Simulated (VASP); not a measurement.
A convergence study with VASP on RbCl (rock salt): one setting is varied, all else stays as given below, so the limit is that of these other settings. ε∞ is the independent-particle value.

```xyz
2
Lattice="0.0000 3.2900 3.2900 3.2900 0.0000 3.2900 3.2900 3.2900 0.0000" Properties=species:S:1:pos:R:3 pbc="T T T"
Rb     0.0000     0.0000     0.0000
Cl     3.2900     3.2900     3.2900
```

Computed with PBE GGA, VASP's PBE PAW potentials (set 64) (plane waves; VASP). The tightest run used: 550 eV cut-off, 6×6×6 Γ-centred mesh, Gaussian smearing of 0.050 eV, potentials Rb_sv Cl.

Question: The settings run are NBANDS = 9; NBANDS = 10; NBANDS = 12; NBANDS = 16; NBANDS = 24; NBANDS = 40; NBANDS = 72; NBANDS = 136. From which on does the mean ε∞ stay within 0.1  of the tightest run?

Answer: From NBANDS = 24 on: it is off by 0.03 there and by no more than 0.1 in any finer run, while NBANDS = 16 is off by 0.24.
```json
[
 {"setting": "NBANDS = 9", "mean ε∞": "1.38", "bands": "9", "difference judged ()": "1.22"},
 {"setting": "NBANDS = 10", "mean ε∞": "1.60", "bands": "10", "difference judged ()": "0.99"},
 {"setting": "NBANDS = 12", "mean ε∞": "1.94", "bands": "12", "difference judged ()": "0.65"},
 {"setting": "NBANDS = 16", "mean ε∞": "2.35", "bands": "16", "difference judged ()": "0.24"},
 {"setting": "NBANDS = 24", "mean ε∞": "2.56", "bands": "24", "difference judged ()": "0.03"},
 {"setting": "NBANDS = 40", "mean ε∞": "2.59", "bands": "40", "difference judged ()": "0.01"},
 {"setting": "NBANDS = 72", "mean ε∞": "2.59", "bands": "72", "difference judged ()": "0.00"},
 {"setting": "NBANDS = 136", "mean ε∞": "2.59", "bands": "136", "difference judged ()": "0.00"}
]
```

Left out are rungs that failed or repeat a setting and relaxations that didn't move; long series are thinned to 24 rows.

The compound is RbCl in the rock salt structure. The cell was not relaxed at this level.
